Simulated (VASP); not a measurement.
# RuF2 (Fm-3m) in VASP: further runs

Runs on RuF2. Level: LDA+U. Tasks: single point.

Everything below comes from runs of VASP 6.6.1. Logs are shortened: lines on timing, memory, paths and dates and some standing lists are left out, and cuts for length are marked.

### Step 1. Starting point

The structure is cubic, space group Fm-3m (No. 225). The conventional cell has a = 4.817 Å, b = 4.817 Å, c = 4.817 Å, α = 90.00°, β = 90.00°, γ = 90.00°. Ru (site symmetry m-3m) has 8 F at 2.09 Å as nearest neighbours. F (site symmetry -43m) has 4 Ru at 2.09 Å as nearest neighbours.

The cell comes from a database or a generator and needn't be the stable form of this composition.

### Step 2. Single point, LDA+U, collinear spin, ferromagnetic start

The input, INCAR:

```
  ALGO = Normal
  EDIFF = 1E-7
  ENCUT = 520
  ISIF = 2
  ISMEAR = 0
  ISPIN = 2
  LASPH = True
  LCHARG = True
  LDAU = True
  LDAUJ = 0 0
  LDAUL = 2 -1
  LDAUPRINT = 1
  LDAUTYPE = 2
  LDAUU = 3 0
  LELF = True
  LMAXMIX = 4
  LORBIT = 11
  LREAL = False
  LVHAR = True
  LWAVE = False
  MAGMOM = 1 0 0
  NELM = 80
  PREC = Accurate
  SIGMA = 0.05
```

The input, KPOINTS:

```
k-points
0
Gamma
  7 7 7
```

The input, POSCAR:

```
RuF2
1.0
    0.0000000000      2.4087449400      2.4087449400
    2.4087449400      0.0000000000      2.4087449400
    2.4087449400      2.4087449400      0.0000000000
Ru F
1 2
Direct
    0.0000000000      0.0000000000      0.0000000000
    0.2500000000      0.2500000000      0.2500000000
    0.7500000000      0.7500000000      0.7500000000
```

Potentials or basis: VASP PAW LDA potentials, release 64 (Ru_pv, F).

Run with:

```sh
> cat potpaw_LDA.64/Ru_pv/POTCAR potpaw_LDA.64/F/POTCAR > POTCAR
> mpirun -np 1 vasp_std > vasp.out
```

OUTCAR:

```text
EDIFF = 1E-7
   ENCUT = 520
   ISIF = 2
   ISMEAR = 0
   ISPIN = 2
   LASPH = True
   LORBIT = 11
   LREAL = False
   NELM = 80
   PREC = Accurate

 ion  position               nearest neighbor table
   1  0.000  0.000  0.000-   3 2.09   3 2.09   3 2.09   2 2.09   3 2.09   2 2.09   2 2.09   2 2.09

   2  0.250  0.250  0.250-   1 2.09   1 2.09   1 2.09   1 2.09
   3  0.750  0.750  0.750-   1 2.09   1 2.09   1 2.09   1 2.09

  LATTYP: Found a face centered cubic cell.
 ALAT       =     4.8174898800

  Lattice vectors:

 A1 = (   0.0000000000,   2.4087449400,   2.4087449400)
 A2 = (   2.4087449400,   0.0000000000,   2.4087449400)
 A3 = (   2.4087449400,   2.4087449400,   0.0000000000)

Analysis of symmetry for initial positions (statically):
=====================================================================
 Subroutine PRICEL returns:
 Original cell was already a primitive cell.

 Routine SETGRP: Setting up the symmetry group for a
 face centered cubic supercell.

 Subroutine GETGRP returns: Found 48 space group operations
 (whereof 48 operations were pure point group operations)
 out of a pool of 48 trial point group operations.

The static configuration has the point symmetry O_h .

Analysis of symmetry for dynamics (positions and initial velocities):
=====================================================================
 Subroutine PRICEL returns:
 Original cell was already a primitive cell.

 Routine SETGRP: Setting up the symmetry group for a
 face centered cubic supercell.

 Subroutine GETGRP returns: Found 48 space group operations
 (whereof 48 operations were pure point group operations)
 out of a pool of 48 trial point group operations.

The dynamic configuration has the point symmetry O_h .

Analysis of structural, dynamic, and magnetic symmetry:
=====================================================================
 Subroutine PRICEL returns:
 Original cell was already a primitive cell.

 Routine SETGRP: Setting up the symmetry group for a
 face centered cubic supercell.

 Subroutine GETGRP returns: Found 48 space group operations
 (whereof 48 operations were pure point group operations)
 out of a pool of 48 trial point group operations.

The overall configuration has the point symmetry O_h .

 Subroutine INISYM returns: Found 48 space group operations
 (whereof 48 operations are pure point group operations),
 and found     1 'primitive' translations

----------------------------------------------------------------------------------------

                                     Primitive cell

  volume of cell :      27.9513

  direct lattice vectors                    reciprocal lattice vectors
     0.000000000  2.408744940  2.408744940    -0.207576980  0.207576980  0.207576980
     2.408744940  0.000000000  2.408744940     0.207576980 -0.207576980  0.207576980
     2.408744940  2.408744940  0.000000000     0.207576980  0.207576980 -0.207576980

  length of vectors
     3.406479762  3.406479762  3.406479762     0.359533876  0.359533876  0.359533876

  position of ions in fractional coordinates (direct lattice)
     0.000000000  0.000000000  0.000000000
     0.250000000  0.250000000  0.250000000
     0.750000000  0.750000000  0.750000000

  ion indices of the primitive-cell ions
   primitive index   ion index
                 1           1
                 2           2
                 3           3

----------------------------------------------------------------------------------------

 KPOINTS: k-points

Automatic generation of k-mesh.
 Grid dimensions read from file:
 generate k-points for:    7    7    7

 Generating k-lattice:

[... 72 lines left out ...]
   EFERMI_NEDOS =   21; number of points for ismear=-14 and -15
   IALGO  =     38    algorithm
   IMIX   =      4    mixing-type and parameters
     AMIX     =   0.40;   BMIX     =  1.00
     AMIX_MAG =   1.60;   BMIX_MAG =  1.00
  volume/ion in A,a.u.               =       9.32        62.87
  Fermi-wavevector in a.u.,A,eV,Ry     =   1.638048  3.095462 36.507181  2.683202
  Thomas-Fermi vector in A             =   2.729086
   LORBIT       =     11    0 simple, 1 ext, 2 COOP (PROOUT), +10 PAW based schemes
 LDA+U is selected, type is set to LDAUTYPE =  2
   angular momentum for each species LDAUL =     2   -1
   U (eV)           for each species LDAUU =   3.0  0.0
   J (eV)           for each species LDAUJ =   0.0  0.0
   GGA     = CA    functional components
   LHFCALC =     F    Hartree Fock is set to
   AEXX    =    0.0000 exact exchange contribution
   IVDW    =     0    specifies the selected vdW correction
   LEPSILON=     F    determine dielectric tensor
   LRPA    =     F    only Hartree local field effects (RPA)
 spin polarized calculation
 Gauss-broadening in eV      SIGMA  =   0.05
  energy-cutoff  :      520.00
  volume of cell :       27.95
 maximum number of plane-waves:       769
 NGX is ok and might be reduce to    28

atom =   1  type =  1  l = 2

 onsite density matrix

spin component  1

  0.7366 -0.0000 -0.0000  0.0000 -0.0000
 -0.0000  0.7366  0.0000  0.0000 -0.0000
 -0.0000  0.0000  0.8863  0.0000  0.0000
  0.0000  0.0000  0.0000  0.7366 -0.0000
 -0.0000 -0.0000  0.0000 -0.0000  0.8863

spin component  2

  0.1419  0.0000 -0.0000 -0.0000  0.0000
  0.0000  0.1419 -0.0000 -0.0000 -0.0000
 -0.0000 -0.0000  0.8825  0.0000  0.0000
 -0.0000 -0.0000  0.0000  0.1419 -0.0000
  0.0000 -0.0000  0.0000 -0.0000  0.8825

 occupancies and eigenvectors

  o =  0.1419  v =  0.0000  0.0000  0.0000  0.0000  0.0000  1.0000  0.0000  0.0000  0.0000  0.0000      0.0000  0.0000  0.0000  0.0000  0.0000  0.0000  0.0000  0.0000  0.0000  0.0000
  o =  0.1419  v =  0.0000  0.0000  0.0000  0.0000  0.0000  0.0000  0.7671 -0.0000 -0.6416  0.0000      0.0000  0.0000  0.0000  0.0000  0.0000  0.0000  0.0000  0.0000  0.0000  0.0000
  o =  0.1419  v =  0.0000  0.0000  0.0000  0.0000  0.0000  0.0000 -0.6416  0.0000 -0.7671  0.0000      0.0000  0.0000  0.0000  0.0000  0.0000  0.0000  0.0000  0.0000  0.0000  0.0000
  o =  0.7366  v =  0.0000 -0.0302  0.0000  0.9995 -0.0000  0.0000  0.0000  0.0000  0.0000  0.0000      0.0000  0.0000  0.0000  0.0000  0.0000  0.0000  0.0000  0.0000  0.0000  0.0000
  o =  0.7366  v =  1.0000  0.0000  0.0000  0.0000  0.0000  0.0000  0.0000  0.0000  0.0000  0.0000      0.0000  0.0000  0.0000  0.0000  0.0000  0.0000  0.0000  0.0000  0.0000  0.0000
  o =  0.7366  v =  0.0000  0.9995 -0.0000  0.0302 -0.0000  0.0000  0.0000  0.0000  0.0000  0.0000      0.0000  0.0000  0.0000  0.0000  0.0000  0.0000  0.0000  0.0000  0.0000  0.0000
  o =  0.8825  v =  0.0000  0.0000  0.0000  0.0000  0.0000  0.0000  0.0000  0.9594 -0.0000 -0.2821      0.0000  0.0000  0.0000  0.0000  0.0000  0.0000  0.0000  0.0000  0.0000  0.0000
  o =  0.8825  v =  0.0000  0.0000  0.0000  0.0000  0.0000  0.0000 -0.0000  0.2821  0.0000  0.9594      0.0000  0.0000  0.0000  0.0000  0.0000  0.0000  0.0000  0.0000  0.0000  0.0000
  o =  0.8863  v =  0.0000 -0.0000  0.1927 -0.0000 -0.9813  0.0000  0.0000  0.0000  0.0000  0.0000      0.0000  0.0000  0.0000  0.0000  0.0000  0.0000  0.0000  0.0000  0.0000  0.0000
  o =  0.8863  v =  0.0000 -0.0000 -0.9813  0.0000 -0.1927  0.0000  0.0000  0.0000  0.0000  0.0000      0.0000  0.0000  0.0000  0.0000  0.0000  0.0000  0.0000  0.0000  0.0000  0.0000

 number of electron      28.0000002 magnetization       2.0000186

 Free energy of the ion-electron system (eV)
  ---------------------------------------------------
  ext. energy  EPLUGINS =         0.00000000
  ---------------------------------------------------
  free energy    TOTEN  =       -14.19519603 eV

  energy without entropy =      -14.19135298  energy(sigma->0) =      -14.19327450

 E-fermi :   9.4818     XC(G=0): -13.2645

 val. band max:        9.4782717017   @ k =  -0.4286   0.2857   0.1429
 cond. band min:       9.5110937189   @ k =  -0.4286   0.1429   0.0000
 fundamental gap:      0.0328220171
 Fermi energy:         9.4818301405

 spin component 1

 k-point     1 :       0.0000    0.0000    0.0000
  band No.  band energies     occupation
      1     -33.8088      1.00000
      2     -33.8088      1.00000
      3     -33.8088      1.00000
      4     -18.1813      1.00000
      5     -15.9626      1.00000
      6      -1.6960      1.00000
[... 416 lines left out ...]
      5     -16.8850      1.00000
      6      -1.4977      1.00000
[... 11 lines left out ...]
     18      19.5975      0.00000
     19      19.7432      0.00000
 Fermi energy:         9.4818301405

 spin component 2

 k-point     1 :       0.0000    0.0000    0.0000
  band No.  band energies     occupation
      1     -32.5310      1.00000
      2     -32.5310      1.00000
      3     -32.5310      1.00000
      4     -18.0167      1.00000
      5     -15.8122      1.00000
      6      -0.8710      1.00000
[... 417 lines left out ...]
      6      -1.2529      1.00000
[... 11 lines left out ...]
     18      20.0804      0.00000
     19      21.0739      0.00000

------------------------ aborting loop because EDIFF is reached ----------------------------------------

  FORCE on cell =-STRESS in cart. coord.  units (eV):
  Direction    XX          YY          ZZ          XY          YZ          ZX
  --------------------------------------------------------------------------------------
  -------------------------------------------------------------------------------------
  Total        8.7808850      8.7808850      8.7808850     -0.0000000      0.0000000     -0.0000000
  in kB      503.3226003    503.3226003    503.3226003     -0.0000000      0.0000000     -0.0000000
  external PRESSURE =     503.3226003 kB  Pullay stress =       0.0000000 kB

 VOLUME and BASIS-vectors are now :
 -----------------------------------------------------------------------------
  energy-cutoff  :      520.00
  volume of cell :       27.95
      direct lattice vectors                 reciprocal lattice vectors
     0.000000000  2.408744940  2.408744940    -0.207576980  0.207576980  0.207576980
     2.408744940  0.000000000  2.408744940     0.207576980 -0.207576980  0.207576980
     2.408744940  2.408744940  0.000000000     0.207576980  0.207576980 -0.207576980

 POSITION                                       TOTAL-FORCE (eV/Angst)
 -----------------------------------------------------------------------------------
      0.00000      0.00000      0.00000        -0.000000     -0.000000     -0.000000
      1.20437      1.20437      1.20437         0.000000      0.000000     -0.000000
      3.61312      3.61312      3.61312        -0.000000     -0.000000      0.000000
 -----------------------------------------------------------------------------------
    total drift:                                0.000000      0.000000      0.000000

  FREE ENERGIE OF THE ION-ELECTRON SYSTEM (eV)
  ---------------------------------------------------
  free  energy   TOTEN  =       -14.1951960256 eV

  energy  without entropy=      -14.1913529760  energy(sigma->0) =      -14.19327450

 total charge

# of ion       s       p       d       tot
------------------------------------------
    1        0.218   6.197   6.123  12.538
    2        1.743   4.372   0.000   6.115
    3        1.743   4.372   0.000   6.115
--------------------------------------------------
tot          3.704  14.941   6.123  24.767

 magnetization (x)

# of ion       s       p       d       tot
------------------------------------------
    1        0.004   0.013   1.787   1.804
    2        0.021   0.037   0.000   0.058
    3        0.021   0.037   0.000   0.058
--------------------------------------------------
tot          0.047   0.088   1.787   1.921
```

Run time: 31 s. Hardware: 1 thread of Intel Xeon Platinum 8259CL at 2.50GHz (Skylake/Cascade Lake), shared host; peak memory 0.16 GiB.

What came out:

| Quantity | Value |
| --- | --- |
| Free energy | -14.1952 eV |
| Pressure | 50.3 GPa |
| Band gap on the k mesh | none (metal or under the smearing width) |
| Net moment | 2.00 μB per cell |
| Site moments | Ru +1.80; F +0.06 μB |
| Valence electrons inside the program's atomic spheres | Ru 12.54; F 6.12 |

Levels at points of the mesh, in eV from the Fermi level:
Spin up:
```
           k point  band 13  band 14  band 15  band 16  band 17  band 18
(0.00, 0.00, 0.00)    -3.17     1.04     1.04     1.04     1.64    10.25
```
Spin down:
```tsv
k point	band 11	band 12	band 13	band 14	band 15	band 16
(0.00, 0.00, 0.00)	-6.78	-2.38	-2.38	1.89	3.55	3.55
```

Eigenvalues of the final occupation matrices:
| site | spin | trace | eigenvalues |
| --- | --- | --- | --- |
| site 1 d | 1 | 3.98 | 0.74 0.74 0.74 0.89 0.89 |
| site 1 d | 2 | 2.19 | 0.14 0.14 0.14 0.88 0.88 |

Caveat: a pressure of tens of GPa on the cell as given is suspect, and the run, the potentials or the cell itself is likely at fault. The state reached can hang on the start; a lower one may exist.

### Step 3. Single point, LDA+U, collinear spin, antiferromagnetic start

This run uses another cell than the first one: it holds 6 atoms, not 3.

The input, INCAR:

```
SYSTEM = RuF2
PREC     = Accurate       ! precision mode
ENCUT    = 520            ! plane-wave cutoff, eV
EDIFF    = 1E-6           ! SCF threshold, eV
ISMEAR   = 0              ! smearing method
SIGMA    = 0.05           ! smearing width, eV
LREAL    = .FALSE.        ! projectors in reciprocal space
LASPH    = .TRUE.         ! aspherical terms in the spheres
NELM     = 100            ! most SCF steps
ALGO     = Normal         ! electronic algorithm
ISIF     = 2              ! what is computed and relaxed
LWAVE    = .FALSE.        ! write WAVECAR
LCHARG   = .TRUE.         ! write CHGCAR
ISPIN    = 2              ! spin polarisation
MAGMOM   = 1 -1 0 0 0 0   ! initial moments
LORBIT   = 11             ! projections on sites
LMAXMIX  = 4              ! l up to which the mixer works
LDAU     = .TRUE.         ! DFT+U
LDAUTYPE = 2            
LDAUL    = 2 -1           ! shell
LDAUU    = 3 0            ! U, eV
LDAUJ    = 0 0          
LDAUPRINT= 1            
LELF     = .TRUE.         ! ELF
LVHAR    = .TRUE.       
NBANDS   = 41             ! bands
```

The input, KPOINTS:

```
Automatic mesh
0
G
  7 7 7
  0 0 0
```

The input, POSCAR:

```
RuF2
1.0
    0.0000000000      2.4087449400      2.4087449400
    2.4087449400      0.0000000000      2.4087449400
    4.8174898800      4.8174898800      0.0000000000
Ru F
2 4
Direct
    0.0000000000      0.0000000000      0.0000000000
    0.0000000000      0.0000000000      0.5000000000
    0.2500000000      0.2500000000      0.1250000000
    0.2500000000      0.2500000000      0.6250000000
    0.7500000000      0.7500000000      0.3750000000
    0.7500000000      0.7500000000      0.8750000000
```

Potentials or basis: VASP PAW LDA potentials, release 64 (Ru_pv, F).

Run with:

```sh
> cat potpaw_LDA.64/Ru_pv/POTCAR potpaw_LDA.64/F/POTCAR > POTCAR
> mpirun -np 1 vasp_std > vasp.out
```

OUTCAR:

```text
SYSTEM = RuF2
   PREC = Accurate
   ENCUT = 520
   EDIFF = 1E-6
   ISMEAR = 0
   LREAL = .FALSE.
   LASPH = .TRUE.
   NELM = 100
   ISIF = 2
   ISPIN = 2
   LORBIT = 11

 ion  position               nearest neighbor table
   1  0.000  0.000  0.000-   6 2.09   6 2.09   3 2.09   4 2.09   5 2.09   6 2.09   3 2.09   3 2.09

   2  0.000  0.000  0.500-   5 2.09   5 2.09   3 2.09   4 2.09   5 2.09   6 2.09   4 2.09   4 2.09

   3  0.250  0.250  0.125-   1 2.09   1 2.09   1 2.09   2 2.09
   4  0.250  0.250  0.625-   2 2.09   2 2.09   1 2.09   2 2.09
   5  0.750  0.750  0.375-   1 2.09   2 2.09   2 2.09   2 2.09
   6  0.750  0.750  0.875-   1 2.09   2 2.09   1 2.09   1 2.09

  LATTYP: Found a trigonal (rhomboedric) cell.
 ALAT       =     5.9001960235
 COS(alpha) =     0.8333333333

  Lattice vectors:

 A1 = (   4.8174898800,   2.4087449400,  -2.4087449400)
 A2 = (   2.4087449400,   2.4087449400,  -4.8174898800)
 A3 = (   2.4087449400,   4.8174898800,  -2.4087449400)

Analysis of symmetry for initial positions (statically):
=====================================================================
[... 2379 lines left out ...]
  Total       17.6710367     17.6710367     17.6710367      3.4772347     -3.4772347     -3.4772347
  in kB      506.4541949    506.4541949    506.4541949     99.6579952    -99.6579952    -99.6579952
  external PRESSURE =     506.4541949 kB  Pullay stress =       0.0000000 kB

 VOLUME and BASIS-vectors are now :
 -----------------------------------------------------------------------------
  energy-cutoff  :      520.00
  volume of cell :       55.90
      direct lattice vectors                 reciprocal lattice vectors
     0.000000000  2.408744940  2.408744940    -0.207576980  0.207576980  0.207576980
     2.408744940  0.000000000  2.408744940     0.207576980 -0.207576980  0.207576980
     4.817489880  4.817489880  0.000000000     0.103788490  0.103788490 -0.103788490

 POSITION                                       TOTAL-FORCE (eV/Angst)
 -----------------------------------------------------------------------------------
      0.00000      0.00000      0.00000        -0.000000      0.000000      0.000000
      2.40874      2.40874      0.00000        -0.000000     -0.000000      0.000000
      1.20437      1.20437      1.20437        -0.510209     -0.510209      0.510209
      3.61312      3.61312      1.20437        -0.510209     -0.510209      0.510209
      3.61312      3.61312      3.61312         0.510209      0.510209     -0.510209
      6.02186      6.02186      3.61312         0.510209      0.510209     -0.510209
 -----------------------------------------------------------------------------------
    total drift:                                0.000000      0.000000      0.000000

  FREE ENERGIE OF THE ION-ELECTRON SYSTEM (eV)
  ---------------------------------------------------
  free  energy   TOTEN  =       -28.4651485692 eV

  energy  without entropy=      -28.4596010048  energy(sigma->0) =      -28.46237479

 total charge

# of ion       s       p       d       tot
------------------------------------------
    1        0.218   6.196   6.127  12.541
    2        0.218   6.196   6.127  12.541
    3        1.747   4.366   0.000   6.113
    4        1.747   4.366   0.000   6.113
    5        1.747   4.366   0.000   6.113
    6        1.747   4.366   0.000   6.113
--------------------------------------------------
tot          7.425  29.858  12.254  49.536

 magnetization (x)

# of ion       s       p       d       tot
------------------------------------------
    1        0.005   0.007   1.683   1.695
    2       -0.005  -0.007  -1.683  -1.695
    3        0.008  -0.028   0.000  -0.020
    4       -0.008   0.028   0.000   0.020
    5       -0.008   0.028   0.000   0.020
    6        0.008  -0.028   0.000  -0.020
--------------------------------------------------
tot          0.000   0.000   0.000   0.000
```

It took 4.6 min on 1 thread of Intel Xeon Platinum 8259CL at 2.50GHz (Skylake/Cascade Lake), shared host; peak memory 0.26 GiB.

The run converged, but a check on its numbers failed (symmetry, net force, bounds or a known fault of this set-up), so they aren't taken as properties of the crystal.

Caveat: a pressure of tens of GPa on the cell as given is suspect, and the run, the potentials or the cell itself is likely at fault; the result breaks the symmetry of the cell.

[end of part 1 of 2]
